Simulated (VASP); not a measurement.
Write the native input for VASP 6.6.1 that does the following.

| Property | Result |
| --- | --- |
| Task | single point |
| Functional | PBE |
| Potentials or basis | VASP PAW PBE potentials, release 64 (Ta_pv, Al, Zn, N) |
| Cutoff | 520 eV |
| k mesh | 4 × 4 × 4 |
| Occupations | gaussian, width 0.1 eV |
| Spin | no spin polarisation |
| Dipole correction | no |
| Further INCAR settings | ALGO = Fast; EDIFF = 1e-06; NBANDS = 34 |

The structure of TaAl2ZnN4 lies in POSCAR:

```
TaAl2ZnN4
1.0
    4.0615612000      0.0000000000      0.0000000000
    0.0000000000      4.0615612000      0.0000000000
    0.0000000000      0.0000000000      5.1534589500
Ta Al Zn N
1 2 1 4
Direct
    0.5000000000      0.5000000000      0.0000000000
    0.0000000000      0.0000000000      0.7500000000
    0.0000000000      0.0000000000      0.2500000000
    0.5000000000      0.5000000000      0.5000000000
    0.5000000000      0.0000000000      0.7500000000
    0.0000000000      0.5000000000      0.7500000000
    0.5000000000      0.0000000000      0.2500000000
    0.0000000000      0.5000000000      0.2500000000
```

The cell was built by a generator and needn't be a form met in nature.

The input as run:

INCAR

```
SYSTEM = TaAl2ZnN4
  ALGO = Fast
  EDIFF = 1E-6
  ENCUT = 520
  GGA = PE
  ISIF = 2
  ISMEAR = 0
  LASPH = .TRUE.
  LCHARG = .FALSE.
  LREAL = .FALSE.
  LWAVE = .FALSE.
  NBANDS = 34
  NELM = 80
  PREC = Accurate
  SIGMA = 0.1
```

KPOINTS

```
k-points
0
G
  4 4 4
  0 0 0
```

Potentials or basis: VASP PAW PBE potentials, release 64 (Ta_pv, Al, Zn, N).

The run is started by

```bash
$ cat potpaw_PBE.64/Ta_pv/POTCAR potpaw_PBE.64/Al/POTCAR potpaw_PBE.64/Zn/POTCAR potpaw_PBE.64/N/POTCAR > POTCAR
$ mpirun -np 1 vasp_std > vasp.out
```

It gave:

```json
{"Pressure": "-8.5 GPa", "Largest force": "1.061 eV/Å", "Band gap on the k mesh": "none (metal or under the smearing width)"}
```

Caveat: the k mesh is coarse (spacing up to 0.39 Å⁻¹), so the values aren't converged; forces of over 1 eV/Å show positions far from the minimum, so gaps and moduli don't describe the material at rest.

It took 64 s on 1 thread of Intel(R) Xeon(R) Platinum 8559C (Emerald Rapids), on a shared host, peak memory 0.21 GiB.
